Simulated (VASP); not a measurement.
These are revTPSS meta-GGA, VASP's PBE PAW potentials (set 64) (plane waves; VASP) values and carry that method's errors.

A VASP calculation is set up with these files.

### KPOINTS
```
Automatic mesh
0
Gamma
7 7 6
0 0 0
```

### INCAR
```
! general
SYSTEM =Ga
PREC   =Accurate
ENCUT  =520
LREAL  =.False.
LASPH  =.True.

! electronic loop
EDIFF  =1E-6   ! SCF stop (eV)
NELM   =100
ALGO   =Normal   ! blocked Davidson
LMAXMIX=4   ! l cut-off of mixed one-centre charges
LMIXTAU=.True.

! smearing
ISMEAR =1   ! Methfessel-Paxton
SIGMA  =0.1   ! width (eV)

! functional
METAGGA=RTPSS

! ions
IBRION =2   ! conjugate gradients
NSW    =60   ! most ionic steps
ISIF   =3
EDIFFG =-0.02

! output
LWAVE  =.False.
LCHARG =.False.
```

File POSCAR:
```
Ga
1
    2.2075246666    -3.7863545486     0.0000000000
    2.2075246666     3.7863545486     0.0000000000
    0.0000000000    -0.0000000000     4.4647042987
Ga
4
Direct
  0.1556414660   0.8443585340   0.9185717475
  0.3443585340   0.6556414660   0.4185717475
  0.6556414660   0.3443585340   0.5814282525
  0.8443585340   0.1556414660   0.0814282525
```

POTCAR, in this order: Ga_d (PBE.64 set). Program: vasp_std.

The resulting files:

**OUTCAR**
```
 ion  position               nearest neighbor table
   1  0.156  0.844  0.919-   4 2.47   2 2.65   2 2.65   3 2.67   3 2.67   4 2.73   4 2.73
   2  0.344  0.656  0.419-   3 2.47   1 2.65   1 2.65   4 2.67   4 2.67   3 2.73   3 2.73
   3  0.656  0.344  0.581-   2 2.47   4 2.65   4 2.65   1 2.67   1 2.67   2 2.73   2 2.73
   4  0.844  0.156  0.081-   1 2.47   3 2.65   3 2.65   2 2.67   2 2.67   1 2.73   1 2.73
  LATTYP: Found a base centered orthorhombic cell.
 ALAT       =     4.4150493332
 B/A-ratio  =     1.7152037329
 C/A-ratio  =     1.0112467521
 Subroutine PRICEL returns:
 Original cell was already a primitive cell.
 Subroutine GETGRP returns: Found  8 space group operations
The static configuration has the point symmetry C_2h.
 The point group associated with its full space group is D_2h.
The dynamic configuration has the point symmetry C_2h.
 Subroutine INISYM returns: Found  8 space group operations
 Subroutine IBZKPT returns following result:
 Found     64 irreducible k-points:

 Following reciprocal coordinates:
            Coordinates               Weight
  0.000000  0.000000  0.000000      1.000000
  0.142857  0.000000  0.000000      4.000000
  0.285714  0.000000  0.000000      4.000000
  0.428571  0.000000  0.000000      4.000000
  0.142857  0.142857  0.000000      2.000000
  0.285714  0.142857  0.000000      4.000000
  0.428571  0.142857  0.000000      4.000000
 -0.428571  0.142857  0.000000      4.000000
 -0.285714  0.142857  0.000000      4.000000
 -0.142857  0.142857  0.000000      2.000000
  0.285714  0.285714  0.000000      2.000000
  0.428571  0.285714  0.000000      4.000000
 -0.428571  0.285714  0.000000      4.000000
 -0.285714  0.285714  0.000000      2.000000
  0.428571  0.428571  0.000000      2.000000
 -0.428571  0.428571  0.000000      2.000000
  0.000000  0.000000  0.166667      2.000000
  0.142857  0.000000  0.166667      8.000000
  0.285714  0.000000  0.166667      8.000000
...
```

File OSZICAR:
```
       N       E                     dE             d eps       ncg     rms          rms(c)
DAV:   1     0.377845359222E+03    0.37785E+03   -0.27351E+04  4012   0.339E+03
DAV:   2     0.515786657409E+02   -0.32627E+03   -0.32068E+03  3989   0.588E+02
DAV:   3     0.888845939721E+01   -0.42690E+02   -0.42405E+02  4612   0.181E+02
DAV:   4     0.765215884136E+01   -0.12363E+01   -0.12313E+01  4477   0.382E+01
DAV:   5     0.762431989495E+01   -0.27839E-01   -0.27832E-01  5015   0.535E+00    0.337E+00
DAV:   6     0.145734654116E+02    0.69491E+01   -0.21436E+01  3996   0.465E+01    0.174E+00
DAV:   7     0.116784030818E+02   -0.28951E+01   -0.43787E+00  4332   0.163E+01    0.928E-01
DAV:   8     0.116517785821E+02   -0.26624E-01   -0.21700E-01  4666   0.512E+00    0.277E-01
DAV:   9     0.116354291786E+02   -0.16349E-01   -0.32888E-02  5248   0.121E+00    0.904E-02
DAV:  10     0.116335664737E+02   -0.18627E-02   -0.59156E-03  4297   0.496E-01    0.577E-02
DAV:  11     0.116332844468E+02   -0.28203E-03   -0.11736E-03  4487   0.307E-01    0.304E-02
DAV:  12     0.116329604062E+02   -0.32404E-03   -0.58270E-04  4326   0.224E-01    0.732E-03
DAV:  13     0.116330272725E+02    0.66866E-04   -0.99157E-05  4427   0.808E-02    0.352E-03
DAV:  14     0.116329552827E+02   -0.71990E-04   -0.56244E-05  4227   0.609E-02    0.965E-04
DAV:  15     0.116329493578E+02   -0.59249E-05   -0.50034E-06  3364   0.166E-02    0.526E-04
DAV:  16     0.116329492410E+02   -0.11680E-06   -0.77905E-07  2953   0.668E-03
   1 F= 0.11632949E+02 E0= 0.11633216E+02  d E =0.116329E+02
       N       E                     dE             d eps       ncg     rms          rms(c)
DAV:   1     0.116098310101E+02   -0.23118E-01   -0.41909E-01  4843   0.726E+00    0.942E-01
DAV:   2     0.116256085381E+02    0.15778E-01   -0.57041E-02  4836   0.346E+00    0.465E-01
DAV:   3     0.116308531602E+02    0.52446E-02   -0.56188E-03  5572   0.959E-01    0.116E-01
DAV:   4     0.116313635382E+02    0.51038E-03   -0.24245E-03  4138   0.435E-01    0.123E-02
DAV:   5     0.116311212484E+02   -0.24229E-03   -0.59126E-04  4043   0.210E-01    0.103E-02
DAV:   6     0.116310734214E+02   -0.47827E-04   -0.17356E-05  4960   0.381E-02    0.552E-03
DAV:   7     0.116310564759E+02   -0.16946E-04   -0.16942E-05  3072   0.291E-02    0.104E-03
DAV:   8     0.116310557259E+02   -0.74998E-06   -0.25945E-06  3371   0.153E-02
   2 F= 0.11631056E+02 E0= 0.11631257E+02  d E =-.189352E-02
       N       E                     dE             d eps       ncg     rms          rms(c)
DAV:   1     0.116274905461E+02   -0.35659E-02   -0.65499E-02  4864   0.285E+00    0.373E-01
DAV:   2     0.116299541676E+02    0.24636E-02   -0.89302E-03  4843   0.138E+00    0.184E-01
DAV:   3     0.116307804868E+02    0.82632E-03   -0.87425E-04  5667   0.377E-01    0.463E-02
DAV:   4     0.116308681104E+02    0.87624E-04   -0.37050E-04  4129   0.169E-01    0.480E-03
DAV:   5     0.116308304478E+02   -0.37663E-04   -0.94749E-05  4065   0.847E-02    0.416E-03
DAV:   6     0.116308221899E+02   -0.82580E-05   -0.26313E-06  3609   0.153E-02    0.219E-03
DAV:   7     0.116308192049E+02   -0.29849E-05   -0.27267E-06  3028   0.119E-02    0.471E-04
DAV:   8     0.116308189730E+02   -0.23191E-06   -0.42589E-07  2215   0.673E-03
   3 F= 0.11630819E+02 E0= 0.11631006E+02  d E =-.213027E-02
       N       E                     dE             d eps       ncg     rms          rms(c)
DAV:   1     0.116305733392E+02   -0.24587E-03   -0.45377E-03  4850   0.749E-01    0.983E-02
DAV:   2     0.116307422233E+02    0.16888E-03   -0.61880E-04  4829   0.363E-01    0.485E-02
DAV:   3     0.116308023245E+02    0.60101E-04   -0.60449E-05  5692   0.988E-02    0.122E-02
DAV:   4     0.116308104013E+02    0.80768E-05   -0.25660E-05  4114   0.442E-02    0.126E-03
DAV:   5     0.116308076284E+02   -0.27728E-05   -0.66520E-06  3185   0.229E-02    0.112E-03
DAV:   6     0.116308068753E+02   -0.75309E-06   -0.26235E-07  2180   0.554E-03
   4 F= 0.11630807E+02 E0= 0.11630991E+02  d E =-.214237E-02
       N       E                     dE             d eps       ncg     rms          rms(c)
DAV:   1     0.116227155587E+02   -0.80921E-02   -0.13620E-01  4873   0.372E+00    0.565E-01
DAV:   2     0.116281989608E+02    0.54834E-02   -0.17016E-02  4788   0.199E+00    0.299E-01
DAV:   3     0.116303547869E+02    0.21558E-02   -0.19859E-03  5326   0.613E-01    0.651E-02
DAV:   4     0.116304010531E+02    0.46266E-04   -0.10878E-03  4059   0.276E-01    0.121E-02
DAV:   5     0.116304178258E+02    0.16773E-04   -0.27136E-04  4052   0.144E-01    0.928E-03
DAV:   6     0.116303446728E+02   -0.73153E-04   -0.51706E-05  4094   0.552E-02    0.310E-03
DAV:   7     0.116303438166E+02   -0.85624E-06   -0.49292E-06  3479   0.156E-02
   5 F= 0.11630344E+02 E0= 0.11630535E+02  d E =-.463059E-03
```

**OUTCAR**
```
------------------------ aborting loop because EDIFF is reached ----------------------------------------
  FORCE on cell =-STRESS in cart. coord.  units (eV):
  Direction    XX          YY          ZZ          XY          YZ          ZX
  --------------------------------------------------------------------------------------
  Total       -0.0170583      0.0003400     -0.0113511      0.0000000      0.0000000      0.0000000
  in kB       -0.3642336      0.0072598     -0.2423709      0.0000000      0.0000000      0.0000000
  external PRESSURE =      -0.1997816 kB  Pullay stress =       0.0000000 kB
  volume of cell :       75.04
      direct lattice vectors                 reciprocal lattice vectors
     2.195697351 -3.792792012 -0.000000000     0.227718087 -0.131829006  0.000000000
     2.195697351  3.792792012  0.000000000     0.227718087  0.131829006 -0.000000000
     0.000000000  0.000000000  4.505102362     0.000000000 -0.000000000  0.221970539
 POSITION                                       TOTAL-FORCE (eV/Angst)
 -----------------------------------------------------------------------------------
      2.19570      2.61501      4.13805         0.000000     -0.003925      0.003387
      2.19570      1.17779      1.88550         0.000000      0.003925      0.003387
      2.19570     -1.17779      2.61960         0.000000     -0.003925     -0.003387
      2.19570     -2.61501      0.36705         0.000000      0.003925     -0.003387
 -----------------------------------------------------------------------------------
    total drift:                                0.000000      0.000000     -0.000000
  FREE ENERGIE OF THE ION-ELECTRON SYSTEM (eV)
  ---------------------------------------------------
  free  energy   TOTEN  =        11.6303438166 eV

  energy  without entropy=       11.6309186338  energy(sigma->0) =       11.63053542

 reached required accuracy - stopping structural energy minimisation
```
(Selected blocks of OUTCAR.)

### CONTCAR
```
Ga
   1.00000000000000
     2.1956973505534014   -3.7927920123929169   -0.0000000000000000
     2.1956973505534014    3.7927920123929169    0.0000000000000000
     0.0000000000000000    0.0000000000000000    4.5051023618165047
  Ga
     4
Direct
     0.1552664863235712    0.8447335136764287    0.9185262283310718
     0.3447335136764288    0.6552664863235713    0.4185262283310717
     0.6552664863235713    0.3447335136764288    0.5814737716689282
     0.8447335136764287    0.1552664863235712    0.0814737716689283
```

The compound is Ga in the alpha structure. This run relaxes it. Symmetry was kept, so distortions that lower it aren't found. The start is the result of an earlier pass.
